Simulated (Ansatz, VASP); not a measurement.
# Pt (Pt(110)-(1x2) missing row) in two plane-wave programs, part 2 of 2

Wanted: the spread between two codes on one cell, functional and k mesh.  Valence electrons are named where the data sets of a main pair hold unlike numbers.

VASP 6.6.1 and Ansatz 0.2.0.

So far: The structure; Ansatz: band structure, PBE with D3(BJ).

## Step 3: VASP: band structure, PBE with D3(BJ)

Level of this step: PBE with D3(BJ); plane waves and PAW (Pt) (VASP).

The same cell, functional, mesh and smearing now go to VASP, with its own data sets.

Lines of VASP's logs that name or quote its potential files are left out, and so is its time.

File INCAR:

```
SYSTEM = Pt
PREC = Normal
ENCUT = 300
EDIFF = 1E-06
NELM = 120
ISMEAR = -1
SIGMA = 0.1
LREAL = .FALSE.
ALGO = Fast
GGA = PE
IVDW = 12
NBANDS = 68
LORBIT = 11
LWAVE = .TRUE.
LCHARG = .TRUE.
IDIPOL = 3
LDIPOL = .TRUE.
DIPOL = 0.5 0.5 0.486
LVHAR = .TRUE.
LVACPOTAV = .TRUE.
LELF = .TRUE.
NEDOS = 1500
```

File POSCAR:

```
Pt
1.0
    7.8400000000      0.0000000000      0.0000000000
    0.0000000000      2.7718585823      0.0000000000
    0.0000000000      0.0000000000     22.5437171645
Pt
9
Direct
    0.0000000000      0.0000000000      0.3798171348
    0.5000000000      0.0000000000      0.3804115758
    0.2558267346      0.5000000000      0.4352910208
    0.7441732654      0.5000000000      0.4352910208
    0.0000000000      0.0000000000      0.4963186718
    0.5000000000      0.0000000000      0.5075351042
    0.2562360861      0.5000000000      0.5641218850
    0.7437639139      0.5000000000      0.5641218850
    0.0000000000      0.0000000000      0.6141368863
```

File KPOINTS:

```
Automatic mesh
0
Gamma
4 10 1
0 0 0
```

File KPOINTS_OPT:

```
Line mode
14
Line-mode
Reciprocal
  0.00000000   0.00000000   0.00000000 GAMMA
 -0.50000000   0.00000000   0.00000000 X

 -0.50000000   0.00000000   0.00000000 X
 -0.50000000  -0.50000000   0.00000000 S

 -0.50000000  -0.50000000   0.00000000 S
  0.00000000  -0.50000000   0.00000000 Y

  0.00000000  -0.50000000   0.00000000 Y
  0.00000000   0.00000000   0.00000000 GAMMA

  0.00000000   0.00000000   0.00000000 GAMMA
 -0.50000000  -0.50000000   0.00000000 S
```

PAW data sets: Pt (PBE family, release 64).

On the command line:

```console
> mpirun -np 4 vasp_std
```

Numbers of over 12 decimals in the logs are rounded to 6 here.

Output:

```text
[banner, memory and clock lines left out]
running    4 mpi-ranks, on    1 nodes
 distrk:  each k-point on    4 cores,    1 groups
 distr:  one band on    1 cores,    4 groups

 POSCAR found type information on POSCAR Pt
 POSCAR found :  1 types and       9 ions
 LDA part: xc-table for (Slater+PW92), standard interpolation
 POSCAR, INCAR and KPOINTS ok, starting setup
 FFT: planning ... GRIDC
 FFT: planning ... GRID_SOFT
 FFT: planning ... GRID
 WAVECAR not read
 entering main loop
       N       E                     dE             d eps       ncg     rms          rms(c)
DAV:   1     0.457638581884E+03    0.45764E+03   -0.27642E+04  2480   0.704E+02
DAV:   2    -0.235447968326E+02   -0.48118E+03   -0.43005E+03  3124   0.188E+02
DAV:   3    -0.531583276936E+02   -0.29614E+02   -0.27939E+02  2732   0.464E+01
DAV:   4    -0.536988454213E+02   -0.54052E+00   -0.53821E+00  2988   0.662E+00
DAV:   5    -0.537119282808E+02   -0.13083E-01   -0.13080E-01  2828   0.100E+00    0.306E+01
RMM:   6    -0.510427923761E+02    0.26691E+01   -0.67938E+00  2570   0.957E+00    0.192E+01
RMM:   7    -0.588389151544E+02   -0.77961E+01   -0.97329E+00  2978   0.910E+00    0.240E+01
RMM:   8    -0.543832246797E+02    0.44557E+01   -0.54408E+00  2960   0.694E+00    0.155E+01
RMM:   9    -0.514876969640E+02    0.28955E+01   -0.20660E+00  2846   0.409E+00    0.108E+01
RMM:  10    -0.513804160847E+02    0.10728E+00   -0.13900E+00  2815   0.360E+00    0.852E+00
RMM:  11    -0.505598349267E+02    0.82058E+00   -0.27566E-01  2519   0.171E+00    0.387E+00
RMM:  12    -0.504257813232E+02    0.13405E+00   -0.10248E-01  2633   0.961E-01    0.257E+00
RMM:  13    -0.503627483542E+02    0.63033E-01   -0.33848E-02  2784   0.505E-01    0.121E+00
RMM:  14    -0.503652443652E+02   -0.24960E-02   -0.11642E-02  2760   0.313E-01    0.116E+00
[...]
RMM:  22    -0.503543295857E+02   -0.11626E-03   -0.14237E-05  2941   0.101E-02    0.137E-02
RMM:  23    -0.503544156376E+02   -0.86052E-04   -0.96409E-06  2703   0.766E-03    0.718E-03
RMM:  24    -0.503544513479E+02   -0.35710E-04   -0.25910E-06  2350   0.409E-03    0.356E-03
RMM:  25    -0.503544798396E+02   -0.28492E-04   -0.19638E-06  2309   0.353E-03    0.371E-03
RMM:  26    -0.503544881830E+02   -0.83433E-05   -0.57453E-07  2087   0.187E-03    0.671E-04
RMM:  27    -0.503544917817E+02   -0.35987E-05   -0.17573E-07  1534   0.968E-04    0.580E-04
RMM:  28    -0.503544933535E+02   -0.15718E-05   -0.11892E-07  1702   0.100E-03    0.588E-04
RMM:  29    -0.503544941389E+02   -0.78542E-06   -0.38988E-08  1326   0.742E-04
|                                                                             |
|           W    W    AA    RRRRR   N    N  II  N    N   GGGG   !!!           |
|           W    W   A  A   R    R  NN   N  II  NN   N  G    G  !!!           |
|           W    W  A    A  R    R  N N  N  II  N N  N  G       !!!           |
|           W WW W  AAAAAA  RRRRR   N  N N  II  N  N N  G  GGG   !            |
|           WW  WW  A    A  R   R   N   NN  II  N   NN  G    G                |
|           W    W  A    A  R    R  N    N  II  N    N   GGGG   !!!           |
|                                                                             |
|     Did not find any points to average over, which means that no vacuum     |
|     field-free region was found. Please increase the size of  your cell     |
|     in the dimension of the dipole correction to obtain accurate            |
|     workfunction values.                                                    |
|                                                                             |

   1 F= -.54706552E+02 E0= -.54461382E+02  d E =-.490340E+00
 Start KPOINTS_OPT (optional k-point list driver)
k-point batch [1-18\70]
       N       E                     dE             ncg
DAV:   1     0.226693160111E+04   -0.29398E+04     2584
DAV:   2    -0.595204734449E+04   -0.82190E+04     2984
DAV:   3    -0.649714992774E+04   -0.54510E+03     2700
DAV:   4    -0.650767338802E+04   -0.10523E+02     2884
DAV:   5    -0.650792709301E+04   -0.25370E+00     2876
DAV:   6    -0.650793742681E+04   -0.10334E-01     3008
DAV:   7    -0.650793788060E+04   -0.45379E-03     2824
DAV:   8    -0.650793790327E+04   -0.22673E-04     2720
DAV:   9    -0.650793790424E+04   -0.96364E-06     1576
[...]
k-point batch [55-70\70]
       N       E                     dE             ncg
DAV:   1     0.298280055714E+04   -0.17813E+05     2248
DAV:   2    -0.463600718855E+04   -0.76188E+04     2732
DAV:   3    -0.510699108654E+04   -0.47098E+03     2444
DAV:   4    -0.511550281774E+04   -0.85117E+01     2628
DAV:   5    -0.511571685410E+04   -0.21404E+00     2556
DAV:   6    -0.511572542456E+04   -0.85705E-02     2696
DAV:   7    -0.511572579476E+04   -0.37020E-03     2512
DAV:   8    -0.511572581183E+04   -0.17069E-04     2420
DAV:   9    -0.511572581255E+04   -0.71748E-06     1444
 writing wavefunctions
```

Parts of OUTCAR (step 3):

```text
ion  position               nearest neighbor table
   1  0.000  0.000  0.380-   5 2.63   4 2.74   3 2.74   3 2.74   4 2.74
   2  0.500  0.000  0.380-   3 2.67   4 2.67   3 2.67   4 2.67   6 2.87
   3  0.256  0.500  0.435-   2 2.67   2 2.67   1 2.74   1 2.74   5 2.80   5 2.80   6 2.87   6 2.87
                             7 2.90
   4  0.744  0.500  0.435-   2 2.67   2 2.67   1 2.74   1 2.74   5 2.80   5 2.80   6 2.87   6 2.87
                             8 2.90
   5  0.000  0.000  0.496-   1 2.63   9 2.66   4 2.80   3 2.80   3 2.80   4 2.80   8 2.88   7 2.88
                             7 2.88   8 2.88
   6  0.500  0.000  0.508-   7 2.68   8 2.68   7 2.68   8 2.68   2 2.87   3 2.87   4 2.87   3 2.87
                             4 2.87
   7  0.256  0.500  0.564-   6 2.68   6 2.68   9 2.69   9 2.69   5 2.88   5 2.88   3 2.90
   8  0.744  0.500  0.564-   6 2.68   6 2.68   9 2.69   9 2.69   5 2.88   5 2.88   4 2.90
   9  0.000  0.000  0.614-   5 2.66   7 2.69   8 2.69   7 2.69   8 2.69

  LATTYP: Found a simple orthorhombic cell.
 ALAT       =     2.7718585823
 B/A-ratio  =     2.8284271247
 C/A-ratio  =     8.1330690204

 Subroutine GETGRP returns: Found  4 space group operations
 (whereof  4 operations were pure point group operations)

The static configuration has the point symmetry C_2v.

 Found     18 irreducible k-points:

   k-points           NKPTS =     18   k-points in BZ     NKDIM =     18   number of bands    NBANDS=     68

   dimension x,y,z NGX =    36 NGY =   12 NGZ =   96
   dimension x,y,z NGXF=    72 NGYF=   24 NGZF=  192

   ENCUT  =  300.0 eV  22.05 Ry    4.70 a.u.  11.07  3.91 31.84*2*pi/ulx,y,z

   NELECT =      90.0000    total number of electrons

 k-points in reciprocal lattice and weights: Automatic mesh
   0.00000000  0.00000000  0.00000000       0.025
   0.25000000  0.00000000  0.00000000       0.050
   0.50000000  0.00000000  0.00000000       0.025
   0.00000000  0.10000000  0.00000000       0.050
   0.25000000  0.10000000  0.00000000       0.100
   0.50000000  0.10000000  0.00000000       0.050
   0.00000000  0.20000000  0.00000000       0.050
   0.25000000  0.20000000  0.00000000       0.100
   0.50000000  0.20000000  0.00000000       0.050
[...]
0.25000000  0.50000000  0.00000000       0.050
   0.50000000  0.50000000  0.00000000       0.025

 dipolmoment           0.000000      0.000000      0.012662 electrons x Angstroem

 average (electrostatic) potential at core
       1 -74.2346       2 -74.2101       3 -74.8190       4 -74.8190       5 -74.8924
       6 -74.8772       7 -74.3702       8 -74.3702       9 -74.4074

 E-fermi :  -0.7580

 k-point     1 :       0.0000    0.0000    0.0000
  band No.  band energies     occupation
    ...
     44      -1.0384      1.88571
     45      -0.8582      1.46284
     46      -0.8413      1.39385
     47      -0.7855      1.13665
     48      -0.7079      0.75428
     49      -0.6021      0.34741
     50      -0.4887      0.12672
     51      -0.4040      0.05638
     52      -0.1125      0.00314
     53       0.5670      0.00000
    ...

 k-point     2 :       0.2500    0.0000    0.0000
  band No.  band energies     occupation
    ...
     43      -1.2328      1.98281
     44      -1.0572      1.90438
     45      -1.0085      1.84897
     46      -0.9355      1.71015
     47      -0.7490      0.95483
     48      -0.5427      0.20810
     49      -0.5227      0.17361
     50      -0.4508      0.08852
     51      -0.2341      0.01055
     52      -0.0713      0.00208
    ...

 k-point     3 :       0.5000    0.0000    0.0000
  band No.  band energies     occupation
    ...
     42      -1.3407      1.99412
     43      -1.3304      1.99349
     44      -1.0474      1.89504
     45      -0.9981      1.83373
     46      -0.6710      0.59029
     47      -0.6121      0.37698
     48      -0.5910      0.31677
     49      -0.5321      0.18906
     50      -0.4928      0.13165
     51      -0.3154      0.02363
    ...

 Edisp (eV)   -4.35206

  Total      -5.73656   -11.85718    -0.62212     0.00000     0.00000     0.00000
  in kB     -18.76072   -38.77746    -2.03456     0.00000     0.00000     0.00000
  external pressure =      -19.86 kB  Pullay stress =        0.00 kB

  energy-cutoff  :      300.00
  volume of cell :      489.91
      direct lattice vectors                 reciprocal lattice vectors
     7.840000000  0.000000000  0.000000000     0.127551020  0.000000000  0.000000000
     0.000000000  2.771858582  0.000000000     0.000000000  0.360768766  0.000000000
     0.000000000  0.000000000 22.543717164     0.000000000  0.000000000  0.044358257

 POSITION                                       TOTAL-FORCE (eV/Angst)
 -----------------------------------------------------------------------------------
      0.00000      0.00000      8.56249         0.000000      0.000000     -0.002059
      3.92000      0.00000      8.57589         0.000000      0.000000     -0.001230
      2.00568      1.38593      9.81308        -0.003191      0.000000      0.001970
      5.83432      1.38593      9.81308         0.003191      0.000000      0.001970
      0.00000      0.00000     11.18887         0.000000      0.000000      0.014919
      3.92000      0.00000     11.44173         0.000000      0.000000     -0.023981
      2.00889      1.38593     12.71740         0.016045      0.000000      0.000665
      5.83111      1.38593     12.71740        -0.016045      0.000000      0.000665
      0.00000      0.00000     13.84493         0.000000      0.000000      0.007079
 -----------------------------------------------------------------------------------
    total drift:                                0.000000      0.000000      0.001486

  FREE ENERGIE OF THE ION-ELECTRON SYSTEM (eV)
  ---------------------------------------------------
  free  energy   TOTEN  =       -54.7065519420 eV

  energy  without entropy=      -54.2162116147  energy(sigma->0) =      -54.46138178

 vacuum level on the upper side and lower side of the slab         4.575         4.470

 total charge
# of ion       s       p       d       tot
------------------------------------------
    1        0.629   0.387   8.077   9.092
    2        0.645   0.410   8.054   9.109
    3        0.638   0.565   7.993   9.196
    4        0.638   0.565   7.993   9.196
    5        0.621   0.577   8.016   9.213
    6        0.657   0.573   7.981   9.211
    7        0.641   0.475   8.026   9.142
    8        0.641   0.475   8.026   9.142
    9        0.667   0.425   8.039   9.131
--------------------------------------------------
tot          5.777   4.452  72.204  82.433

[... 3 further parts left out ...]
```

Dispersion corrections of this kind ignore metallic screening and tend to overbind metals.

## Step 4: Differences

Known differences besides the potentials themselves: the data sets hold 162 valence electrons in Ansatz (on its default PAW (the set named soft_2) files) and 90 in VASP; the cutoff is 420 eV in Ansatz and 300 eV in VASP (PREC = Normal); VASP leaves aspherical gradient terms in its spheres out (LASPH is not set), Ansatz keeps them. Total energies have different zeros and are not compared.

Compared:

| quantity | Ansatz | VASP | difference |
| --- | --- | --- | --- |
| work function, lower of the two faces (eV) | 5.22 | 5.23 | 0.00 |
| work function, higher of the two faces (eV) | 5.33 | 5.33 | -0.01 |

At this near-relaxed geometry the largest component of a force difference is 35 meV/Å. Levels from 3 eV below to 2 eV above the Fermi level differ by 9 meV r.m.s. and 22 meV at most; each VASP level is matched to the nearest of Ansatz, which flatters the figure a little. VASP's log warns that it found no field-free region in the vacuum, so its work functions are uncertain. With vacuum in the cell, a pressure given here is an average over mostly empty space and none of the material.

## Step 5: Further runs

Further runs change the set-up of one program: Ansatz's method, potentials or start, or VASP's data sets, cutoff or form of LDA. The table gives Ansatz less VASP for each quantity, since a change that brings one quantity closer may part another.

| run | r.m.s. force difference (meV/Å) | work function, lower of the two faces (eV) | work function, higher of the two faces (eV) |
| --- | --- | --- | --- |
| as above | 12 | -0.0040 | -0.0069 |
| Ansatz's larger PAW set (cutoff 900 eV) | 14 | -0.0047 | -0.0070 |

## Step 6: Outcome

* r.m.s. force difference (band structure, PBE with D3(BJ)): 12 meV/Å

The r.m.s. force difference is 12 meV/Å (band structure, PBE with D3(BJ)), at about the 12 meV/Å picked in this series as the mark of a large difference. The data sets hold unlike numbers of valence electrons (162 in Ansatz and 90 in VASP), so part of the differences comes from the potentials. For band structure, PBE with D3(BJ), no further run moves any of the tabulated differences by more than a quarter of its size. 1 further run of this series is not shown here. How closely two codes agree says nothing of how well the functional describes the real material.

[Lines on the potential files, build, host, timing and source positions are cut from VASP's logs without a mark.]

[Logs are printed without paths, hosts, clocks, repeated set-up lines and the standing remarks that a program may print on its own settings, such as how far it seeks lower states.]

[Hosts, paths, dates, database ids (printed as entryN), source tags and the programs' standing remarks are cut or masked in the printed files.]
